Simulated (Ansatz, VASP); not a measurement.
## Cross-check of TiTeSe between VASP and Ansatz

Wanted: the spread between two codes on one cell, functional and k mesh. The structure shown is the start of the Ansatz relaxation below; VASP solves that cell, so the two are compared at the walk's first step.

Calculated with Ansatz 0.2.0; plane waves, with VASP 6.6.1 beside it; PBEsol.

## Step 1: The starting structure

The cell holds 3 atoms: 1 Ti, 1 Se and 1 Te. Cell: a = 3.749 Å, b = 3.749 Å, c = 30.000 Å, α = 90.0°, β = 90.0°, γ = 120.0°. Vacuum lies along c.

## Step 2: Ansatz: relaxation, PBEsol

Ansatz runs on its PAW soft_1 files.

The two programs are compared at the cell with which this relaxation starts, whose forces are those of its first step.

The input, input.yaml:

```yaml
crystal:
  lattice:
    - [3.7485295178, 0.0, 0.0]
    - [-1.8742647589, 3.2463217893, 0.0]
    - [0.0, 0.0, 30.0]
  atoms:
    - { symbol: Ti, position: [0.0, 0.0, 0.3373021155] }
    - { symbol: Se, position: [0.3333333333, 0.6666666667, 0.3820354841] }
    - { symbol: Te, position: [0.6666666667, 0.3333333333, 0.277329067] }
  periodic: [true, true, false]
kpoints:
  mp_grid: { grid: [15, 15, 1] }
hamiltonian:
  xc: pbesol
  pseudopotentials: { kind: paw, azcp: { folder: soft_1 }, xc_functional: pbe }
scf:
  occupations: { method: methfessel_paxton, width: 0.2 }
output:
  forces: true
  stress: true
  eigenvalues: true
relax:
  adjacent_minimum: "off"
  f_tol: 0.001
  max_steps: 60
```

On the command line:

```sh
$ ansatz run input.yaml --threads 4 --pin off --max-ram 16384MiB --backend cpu --events-out ev --progress --plain --runs-dir out
```

Numbers of over 12 decimals in the logs are rounded to 6 here.

Output:

```text
Warning: output.stress: scf.convergence.dr2_threshold = 1e-9 eV (the default of a walk held to its f_tol) is looser than the 3e-10 eV advised for a printed stress (1e-10 eV for each atom of the cell: 3). What an SCF threshold leaves in a stress goes as its square root, and in the free energy as the threshold itself, and one threshold admits the most on a small cell: [figures from the program's tests cut] Every solve  [...]
Engine: ansatz 0.2.0, aarch64-unknown-linux-gnu
Pseudopotentials: kind: paw
Pseudopotential: Ti, paw, valence charge 12, recommended cutoff 420 eV (normal), soft_1/Ti.paw.azcp
Pseudopotential: Se, paw, valence charge 16, recommended cutoff 420 eV (normal), soft_1/Se.paw.azcp
Pseudopotential: Te, paw, valence charge 16, recommended cutoff 420 eV (normal), soft_1/Te.paw.azcp
Functional definition: PBEsol
  exchange = pbesol_x
  correlation = pbesol_c
Crystal: 3 atoms, lattice volume = 365.068 Å³
Basis set: ecut = 420 eV, 7157 PW (Γ), exchange–correlation on 54×54×432 points (8 copies of the dense FFT grid, shifted against one another)
Bands: 27, of which v1, the nominal top of the filled ones, is band 22 counted from 1 (21 counted from 0)
Symmetry: 6 space group operations
Space group: P3m1 (ITA 156), of the structure as read, at distance tolerance 7.1e-5 Å
k-points: 27 of 225 (time reversal used)
Non-local potential: Ti, projectors of the file, l = 0: 3, l = 1: 2, l = 2: 3, l = 3: 1
Non-local potential: Se, projectors of the file, l = 0: 2, l = 1: 2, l = 2: 3, l = 3: 1
Non-local potential: Te, projectors of the file, l = 0: 2, l = 1: 2, l = 2: 2, l = 3: 1
PAW form: soft (Blöchl's): semilocal exchange-correlation on the pseudo side does not see the compensation charge
PAW frozen core: Ti, regenerated for the run's functional, and the local potential with it (the file was generated under x = pbe(κ = 0.804, μ = 0.219515), c = pbe(β = 0.066725))
PAW frozen core: Se, regenerated for the run's functional, and the local potential with it (the file was generated under x = pbe(κ = 0.804, μ = 0.219515), c = pbe(β = 0.066725))
PAW frozen core: Te, regenerated for the run's functional, and the local potential with it (the file was generated under x = pbe(κ = 0.804, μ = 0.219515), c = pbe(β = 0.066725))
PAW one-centre angular grid: Ti, 590 points (default); XC on 64 Gauss nodes
PAW one-centre angular grid: Se, 590 points (default); XC on 64 Gauss nodes
PAW one-centre angular grid: Te, 590 points (default); XC on 64 Gauss nodes
Initial density: superposition of atomic densities (neutral atoms: chi_scale 0, normalization atom)
Initial wavefunctions: pseudopotential atomic-orbital guess
Functional: x = pbesol(κ = 0.804, μ = 0.123457), c = pbesol(β = 0.046)
SCF iter   1: F=—  HF=-14802.778280 eV  |F-HF|=—  |Δ(HF+E_count)|=         —  Δρ=1.87e-2  dr2=1.75e0  ethr=3.10e-3  ⟨swp⟩=12.8  Hψ=4650  notcnv=0
preconditioner: auto → LDOS  [metal: Δε(μ)=0.071 eV  Ē_g=6.903 eV  σ=0.200 eV  W_gap=0.29  n_scr=18 (ndim 8)  ℏωp=7.8 eV  f_vac=0.758  D(μ)=0.92/eV (n_scr^D=6)  β→1.0]
SCF iter   2: F=—  HF=-14803.039780 eV  |F-HF|=—  |Δ(HF+E_count)|=   2.61e-1  S|Δr|=    0.00e0  Δρ=1.60e-2  dr2=3.45e0  ethr=3.10e-3  ⟨swp⟩=4.1  Hψ=1994  notcnv=0
SCF iter   3: F=—  HF=-14802.338346 eV  |F-HF|=—  |Δ(HF+E_count)|=   7.01e-1  S|Δr|=    0.00e0  Δρ=3.69e-3  dr2=2.43e-1  ethr=3.10e-3  ⟨swp⟩=4.6  Hψ=1661  notcnv=0
SCF iter   4: F=—  HF=-14802.336320 eV  |F-HF|=—  |Δ(HF+E_count)|=   2.03e-3  S|Δr|=    0.00e0  Δρ=2.83e-3  dr2=4.64e-2  ethr=5.51e-4  ⟨swp⟩=2.6  Hψ=1597  notcnv=0
SCF iter   5: F=—  HF=-14802.331189 eV  |F-HF|=—  |Δ(HF+E_count)|=   5.13e-3  S|Δr|=    0.00e0  Δρ=6.76e-4  dr2=1.62e-3  ethr=1.06e-4  ⟨swp⟩=2.2  Hψ=924  notcnv=0
SCF iter   6: F=—  HF=-14802.330913 eV  |F-HF|=—  |Δ(HF+E_count)|=   2.76e-4  S|Δr|=    0.00e0  Δρ=2.54e-4  dr2=2.38e-4  ethr=3.68e-6  ⟨swp⟩=3.9  Hψ=1514  notcnv=0
SCF iter   7: F=—  HF=-14802.330953 eV  |F-HF|=—  |Δ(HF+E_count)|=   4.03e-5  S|Δr|=    0.00e0  Δρ=4.13e-5  dr2=6.64e-6  ethr=5.41e-7  ⟨swp⟩=2.3  Hψ=1123  notcnv=0
[...]
Initial wavefunctions: those handed on with the density
iter 1 solved again at ethr=3.03e-5 eV; its pass at ethr=3.10e-3 eV (dr2=1.33e-2 eV) is discarded
SCF iter   1: F=—  HF=-14802.332466 eV  |F-HF|=—  |Δ(HF+E_count)|=         —  Δρ=1.27e-3  dr2=1.39e-2  ethr=3.03e-5  ⟨swp⟩=2.6  Hψ=2390  notcnv=0
preconditioner: auto → LDOS  [metal: Δε(μ)=0.082 eV  Ē_g=6.542 eV  σ=0.200 eV  W_gap=0.34  n_scr=18 (ndim 8)  ℏωp=7.8 eV  f_vac=0.767  D(μ)=1.01/eV (n_scr^D=6)  β→1.0]
SCF iter   2: F=—  HF=-14802.333797 eV  |F-HF|=—  |Δ(HF+E_count)|=   1.33e-3  S|Δr|=    0.00e0  Δρ=1.80e-3  dr2=3.14e-2  ethr=3.03e-5  ⟨swp⟩=3.0  Hψ=1080  notcnv=0  recentre
SCF iter   3: F=—  HF=-14802.331228 eV  |F-HF|=—  |Δ(HF+E_count)|=   2.57e-3  S|Δr|=    0.00e0  Δρ=5.70e-4  dr2=3.89e-3  ethr=3.03e-5  ⟨swp⟩=2.4  Hψ=1034  notcnv=0
SCF iter   4: F=—  HF=-14802.330861 eV  |F-HF|=—  |Δ(HF+E_count)|=   3.67e-4  S|Δr|=    0.00e0  Δρ=8.51e-5  dr2=5.38e-5  ethr=8.84e-6  ⟨swp⟩=2.7  Hψ=998  notcnv=0
SCF iter   5: F=—  HF=-14802.330914 eV  |F-HF|=—  |Δ(HF+E_count)|=   5.25e-5  S|Δr|=    0.00e0  Δρ=3.20e-5  dr2=1.18e-5  ethr=1.22e-7  ⟨swp⟩=3.8  Hψ=1308  notcnv=0
iter 6 did not close the SCF: its close was put off until two iterations running show no level that it waits for move by more than its bar (scf_convergence_deferred on its scf_iter line)
SCF iter   6: F=-14802.330915 eV  HF=-14802.330914 eV  |F-HF|=3.17e-7  |Δ(HF+E_count)|=   5.02e-7  S|Δr|=    0.00e0  Δρ=1.19e-5  dr2=1.15e-6  ethr=3.66e-9  ⟨swp⟩=10.5  Hψ=4537  notcnv=0
SCF iter   7: F=-14802.330915 eV  HF=-14802.330915 eV  |F-HF|=1.04e-7  |Δ(HF+E_count)|=   9.70e-7  S|Δr|=    0.00e0  Δρ=2.37e-6  dr2=3.94e-8  ethr=2.61e-9  ⟨swp⟩=3.5  Hψ=2829  notcnv=0
SCF 2 converged in 7 iterations: F = -14802.330915 eV  dr2 = 3.94e-8
relax step   2: F+E_penalty+E_count = -14802.33091529 eV  Δ(F+E_penalty+E_count) = +8.204e-5 eV  max|allowed force component| = 1.922e-1 eV/Å  Δτ_max = 0.0347 Å  (7 SCF iters, dr2 threshold 1.61e-6 eV, rejected (line search))
[...]
relax step   3: F+E_penalty+E_count = -14802.33356887 eV  Δ(F+E_penalty+E_count) = -2.572e-3 eV  max|allowed force component| = 1.762e-2 eV/Å  Δτ_max = 0.0173 Å  (7 SCF iters, dr2 threshold 1.00e-7 eV, accepted)
[...]
relax step   4: F+E_penalty+E_count = -14802.33359214 eV  Δ(F+E_penalty+E_count) = -2.328e-5 eV  max|allowed force component| = 4.806e-3 eV/Å  Δτ_max = 0.0016 Å  (6 SCF iters, dr2 threshold 1.94e-8 eV, accepted)
[...]
relax step   5: F+E_penalty+E_count = -14802.33359316 eV  Δ(F+E_penalty+E_count) = -1.015e-6 eV  max|allowed force component| = 2.942e-5 eV/Å  Δτ_max = 0.0003 Å  (5 SCF iters, accepted)
SCF converged after 5 iterations
Stability not checked: this state was not tested for a lower state beside it, because cold or Methfessel-Paxton smearing, or corrected tetrahedra, fill the levels in a way that the test cannot read (fill_not_monotonic; see scf.lower_state_search)
Free energy (F): -14802.333593 eV
Harris-Foulkes:  -14802.333593 eV  (|F-HF|=3.34e-9)
Internal energy: -14802.337788 eV  (E = F + TS)
E sigma→0 (E₀):  -14802.334642 eV
Entropy (-TS):   0.004195 eV (1.398 meV/atom)
Fermi energy:    -4.995325 eV
--- Per-component energies (eV) ---
  E_band       = -1456.840716
  E_kinetic    = 561.613685
  E_local      = -89753.097641  (includes V_loc(G=0)·N_el)
  E_nonlocal   = -222.965947
  E_hartree    = 44526.077030
  E_xc         = -320.613173
  E_vxc        = -336.205582  (∫ρ·V_xc dr)
  E_paw        = -7696.762990  (= ΣΔE_a)
  E_vpaw       = -758.336410  (= ΣTr[D̂ρ^β])
  E_aug_tail   = -0.000350  (compensation charges beyond the density's cutoff)
  E_ewald      = 38101.888949
  E_core_change = 1.522648  (= ΣΔE_core)
  E_smearing   = 0.004195  (= −TS)
  E_closure    = -0.000000  (closes the sum)
  Σ components = -14802.333593   (vs F -14802.333593, Δ=0.00e0)
--- Forces (eV/Å), atoms counted from 1 ---
  atom   1  Ti     0.00000000     0.00000000     0.00001412
  atom   2  Se    -0.00000000     0.00000000     0.00001539
  atom   3  Te    -0.00000000     0.00000000    -0.00002938
  max |Σ_I F_I| component: 1.39e-7 eV/Å
--- 2D stress c σ (N/m, compression-positive) ---
       -2.776983       0.000000       0.000000
        0.000000      -2.776983       0.000000
        0.000000       0.000000       0.000000
  P = ½ c Tr σ = -2.7770 N/m
--- Band table (eV; the first three rows and the last of 27) ---
  k-point 0: bands = [... 18 lower, -7.6332, -6.4363, -4.8249, -4.8249, -4.3597, -4.3597, -4.1318, -1.6967, ... 1 higher]
  k-point 1: bands = [... 18 lower, -7.6240, -6.3182, -5.1615, -5.0256, -4.5257, -4.1886, -3.9139, -2.0097, ... 1 higher]
  k-point 2: bands = [... 18 lower, -7.6009, -6.1595, -5.9060, -5.3420, -4.6148, -3.9689, -3.7635, -2.5111, ... 1 higher]
  k-point 26: bands = [... 18 lower, -8.8462, -7.7398, -7.2032, -7.0520, -4.3516, -4.0744, -3.8675, -2.9112, ... 1 higher]
--- Relaxed structure (5 steps of the walk, 4 accepted, 0 SCFs on fresh bases) ---
  F+E_penalty+E_count = -14802.33359316 eV   max|allowed force component| = 2.942e-5 eV/Å
  cell:  # Å, volume = 365.0680 Å³
    - [3.748530, 0.0, 0.0]
    - [-1.874265, 3.246322, 0.0]
    - [0.0, 0.0, 30.0]
  atoms:
    - { symbol: Ti, position: [0, 0, 0.337403] }
    - { symbol: Se, position: [0.333333, 0.666667, 0.381401] }
    - { symbol: Te, position: [0.666667, 0.333333, 0.277862] }
```

## Step 3: VASP: single point, PBEsol, start cell, pair 1

The same cell, functional, mesh and smearing now go to VASP, with its own data sets.

Lines of VASP's logs that name or quote its potential files are left out, and so is its time.

The input, INCAR:

```
SYSTEM = TiTeSe
PREC = Accurate
ENCUT = 400
EDIFF = 1E-06
NELM = 120
ISMEAR = 1
SIGMA = 0.2
LREAL = .FALSE.
ALGO = Normal
GGA = PS
NBANDS = 18
LASPH = .TRUE.
LORBIT = 11
LWAVE = .FALSE.
LCHARG = .FALSE.
ISIF = 2
LDIPOL = .TRUE.
IDIPOL = 3
DIPOL = 0.5 0.5 0.332
LVHAR = .TRUE.
GGA_COMPAT = .FALSE.
NELMDL = -8
KPAR = 2
```

The input, POSCAR:

```
TiTeSe
1.0
    3.7485295178      0.0000000000      0.0000000000
   -1.8742647589      3.2463217893      0.0000000000
    0.0000000000      0.0000000000     30.0000000000
Ti Se Te
1 1 1
Direct
    0.0000000000      0.0000000000      0.3373021000
    0.3333333333      0.6666666667      0.3820355000
    0.6666666667      0.3333333333      0.2773290667
```

The input, KPOINTS:

```
Automatic mesh
0
Gamma
15 15 1
0 0 0
```

Potentials, in the order of the species: Ti_sv, Se and Te (PBE family, release 64).

On the command line:

```sh
$ mpirun -np 2 vasp_std
```

Output:

```text
[banner, memory and clock lines left out]
running    2 mpi-ranks, on    1 nodes
 distrk:  each k-point on    1 cores,    2 groups
 distr:  one band on    1 cores,    1 groups

 POSCAR found type information on POSCAR TiSeTe
 POSCAR found :  3 types and       3 ions
|                                                                             |
|               ----> ADVICE to this user running VASP <----                  |
|                                                                             |
|     You enforced a specific xc type in the INCAR file but a different       |
|     [... a line on the potential file left out ...]
|     I HOPE YOU KNOW WHAT YOU ARE DOING!                                     |
|                                                                             |

 LDA part: xc-table for (Slater+PW92), standard interpolation
 POSCAR, INCAR and KPOINTS ok, starting setup
 FFT: planning ... GRIDC
 FFT: planning ... GRID_SOFT
 FFT: planning ... GRID
 WAVECAR not read
 entering main loop
       N       E                     dE             d eps       ncg     rms          rms(c)
DAV:   1     0.146358982731E+03    0.14636E+03   -0.92921E+03  1188   0.801E+02
DAV:   2    -0.960166832851E-01   -0.14645E+03   -0.14347E+03  1290   0.218E+02
DAV:   3    -0.202995902390E+02   -0.20204E+02   -0.20131E+02  1784   0.730E+01
DAV:   4    -0.212673391709E+02   -0.96775E+00   -0.96430E+00  1352   0.156E+01
DAV:   5    -0.213533453021E+02   -0.86006E-01   -0.85967E-01  1546   0.367E+00
DAV:   6    -0.213540217559E+02   -0.67645E-03   -0.67640E-03  1350   0.426E-01
DAV:   7    -0.213540433335E+02   -0.21578E-04   -0.21577E-04  1582   0.653E-02
DAV:   8    -0.213540434945E+02   -0.16101E-06   -0.16135E-06  1294   0.662E-03    0.123E+01
DAV:   9    -0.205297297452E+02    0.82431E+00   -0.41727E+01  1226   0.428E+01    0.146E+01
DAV:  10    -0.189629535016E+02    0.15668E+01   -0.43078E+01  1354   0.386E+01    0.641E+00
DAV:  11    -0.183997752317E+02    0.56318E+00   -0.18453E+00  1122   0.950E+00    0.259E+00
DAV:  12    -0.183630635924E+02    0.36712E-01   -0.12943E+00  1394   0.700E+00    0.207E+00
DAV:  13    -0.183252700835E+02    0.37794E-01   -0.49666E-01  1250   0.496E+00    0.681E-01
DAV:  14    -0.183209472283E+02    0.43229E-02   -0.63756E-02  1126   0.186E+00    0.337E-01
[...]
DAV:  21    -0.183200979293E+02   -0.56419E-04   -0.72717E-06  1254   0.165E-02    0.207E-02
DAV:  22    -0.183201721621E+02   -0.74233E-04   -0.19347E-05  1246   0.274E-02    0.470E-03
DAV:  23    -0.183202026186E+02   -0.30457E-04   -0.26468E-06  1082   0.905E-03    0.744E-03
DAV:  24    -0.183202186191E+02   -0.16000E-04   -0.64329E-07   952   0.444E-03    0.475E-03
DAV:  25    -0.183202302540E+02   -0.11635E-04   -0.41611E-07   890   0.296E-03    0.133E-03
DAV:  26    -0.183202354373E+02   -0.51833E-05   -0.10885E-07   806   0.175E-03    0.659E-04
DAV:  27    -0.183202401706E+02   -0.47333E-05   -0.12739E-07   842   0.141E-03    0.571E-04
DAV:  28    -0.183202409438E+02   -0.77324E-06   -0.13899E-08   628   0.624E-04
   1 F= -.18320241E+02 E0= -.18321419E+02  d E =0.353474E-02
```

From OUTCAR (step 3):

```text
ion  position               nearest neighbor table
   1  0.000  0.000  0.337-   2 2.55   2 2.55   2 2.55   3 2.81   3 2.81   3 2.81
   2  0.333  0.667  0.382-   1 2.55   1 2.55   1 2.55
   3  0.667  0.333  0.277-   1 2.81   1 2.81   1 2.81

  LATTYP: Found a hexagonal cell.
 ALAT       =     3.7485295178
 C/A-ratio  =     8.0031382593

 Subroutine GETGRP returns: Found  6 space group operations
 (whereof  6 operations were pure point group operations)

The static configuration has the point symmetry C_3v.

 Found     27 irreducible k-points:

   k-points           NKPTS =     27   k-points in BZ     NKDIM =     27   number of bands    NBANDS=     18

   dimension x,y,z NGX =    24 NGY =   24 NGZ =  196
   dimension x,y,z NGXF=    48 NGYF=   48 NGZF=  392

   ENCUT  =  400.0 eV  29.40 Ry    5.42 a.u.   6.11  6.11 48.92*2*pi/ulx,y,z

   NELECT =      24.0000    total number of electrons

 k-points in reciprocal lattice and weights: Automatic mesh
   0.00000000  0.00000000  0.00000000       0.004
   0.06666667 -0.00000000  0.00000000       0.027
   0.13333333  0.00000000  0.00000000       0.027
   0.20000000  0.00000000  0.00000000       0.027
   0.26666667  0.00000000  0.00000000       0.027
   0.33333333  0.00000000  0.00000000       0.027
   0.40000000  0.00000000  0.00000000       0.027
   0.46666667 -0.00000000  0.00000000       0.027
   0.06666667  0.06666667  0.00000000       0.027
[...]
0.33333333  0.26666667  0.00000000       0.053
   0.33333333  0.33333333  0.00000000       0.009

 dipolmoment           0.000000      0.000000      0.002443 electrons x Angstroem

 average (electrostatic) potential at core
       1 -84.4640       2 -60.8731       3 -96.6538

 E-fermi :  -2.8362

 k-point     1 :       0.0000    0.0000    0.0000
  band No.  band energies     occupation
    ...
      6     -14.3243      2.00000
      7      -7.1826      2.00000
      8      -5.3840      2.00000
      9      -5.3840      2.00000
     10      -4.2835      2.00000
     11      -2.6465     -0.03775
     12      -2.6465     -0.03775
     13      -2.1795     -0.00004
     14      -2.1795     -0.00004
     15      -1.9990     -0.00000
    ...

 k-point     2 :       0.0667   -0.0000    0.0000
  band No.  band energies     occupation
    ...
      8      -5.5451      2.00000
      9      -5.3755      2.00000
     10      -4.1626      2.00000
     11      -2.9793      1.93031
     12      -2.8430      1.05814
     13      -2.3598     -0.00386
     14      -2.0129     -0.00000
     15      -1.7712     -0.00000
     16       0.1192     -0.00000
     17       0.3614     -0.00000
    ...

 k-point     3 :       0.1333    0.0000    0.0000
  band No.  band energies     occupation
    ...
      8      -5.8829      2.00000
      9      -5.3545      2.00000
     10      -4.0005      2.00000
     11      -3.7248      2.00000
     12      -3.1547      2.04682
     13      -2.4500     -0.01987
     14      -1.7981     -0.00000
     15      -1.6225     -0.00000
     16      -0.3775     -0.00000
     17       0.2209     -0.00000
    ...

  Total       -2.3859233     -2.3859233     -0.4428778      0.0000000      0.0000000     -0.0000000
  in kB      -10.4711241    -10.4711241     -1.9436620      0.0000000      0.0000000     -0.0000000
  external PRESSURE =      -7.6286367 kB  Pullay stress =       0.0000000 kB

  energy-cutoff  :      400.00
  volume of cell :      365.07
      direct lattice vectors                 reciprocal lattice vectors
     3.748529518  0.000000000  0.000000000     0.266771275  0.154020468  0.000000000
    -1.874264759  3.246321789  0.000000000     0.000000000  0.308040935  0.000000000
     0.000000000  0.000000000 30.000000000     0.000000000  0.000000000  0.033333333

 POSITION                                       TOTAL-FORCE (eV/Angst)
 -----------------------------------------------------------------------------------
      0.00000      0.00000     10.11906         0.000000     -0.000000      0.034108
     -0.00000      2.16421     11.46107        -0.000000     -0.000000     -0.135648
      1.87426      1.08211      8.31987        -0.000000      0.000000      0.101540
 -----------------------------------------------------------------------------------
    total drift:                                0.000000     -0.000000     -0.000116

  FREE ENERGIE OF THE ION-ELECTRON SYSTEM (eV)
  ---------------------------------------------------
  free  energy   TOTEN  =       -18.3202409438 eV

  energy  without entropy=      -18.3237756830  energy(sigma->0) =      -18.32141919

 vacuum level on the upper side and lower side of the slab         2.198         2.162

 total charge
# of ion       s       p       d       tot
------------------------------------------
    1        2.174   6.133   1.828  10.135
    2        1.464   2.375   0.029   3.868
    3        1.387   1.973   0.031   3.391
--------------------------------------------------
tot          5.024  10.481   1.889  17.394

[... 3 further parts left out ...]
```

The run ends at a pressure of -0.76 GPa, with forces up to 0.14 eV/Å.

## Step 4: Side by side

Known differences besides the potentials themselves: Ansatz cuts the interaction across the vacuum, VASP repeats the sheet with a dipole correction (LDIPOL); the data sets hold 44 valence electrons in Ansatz (on its PAW soft_1 files) and 24 in VASP; the cutoff is 420 eV in Ansatz and 400 eV in VASP; Ansatz makes its cores anew for this functional, VASP keeps those of its PBE data sets. Total energies have different zeros and are not compared.

Forces (eV/Å; atoms numbered as in POSCAR):

| atom | Ansatz x, y, z | VASP x, y, z |
| --- | --- | --- |
| Ti1 | 0.000, 0.000, 0.035 | 0.000, 0.000, 0.034 |
| Se2 | 0.000, 0.000, -0.161 | 0.000, 0.000, -0.136 |
| Te3 | 0.000, 0.000, 0.126 | 0.000, 0.000, 0.102 |

The forces differ by 12 meV/Å r.m.s., which is 20.2 % of the r.m.s. force of 0.058 eV/Å (both taken over all components). Where the cell holds vacuum, a pressure given here is an average over it and none of the material.

(Part 1 of 2 ends here.)

[Lines on the potential files, build, host, timing and source positions are cut from VASP's logs without a mark.]

[Logs are printed without paths, hosts, clocks, repeated set-up lines and the standing remarks that a program may print on its own settings, such as how far it seeks lower states.]

[Hosts, paths, dates, database ids (printed as entryN), source tags and the programs' standing remarks are cut or masked in the printed files.]
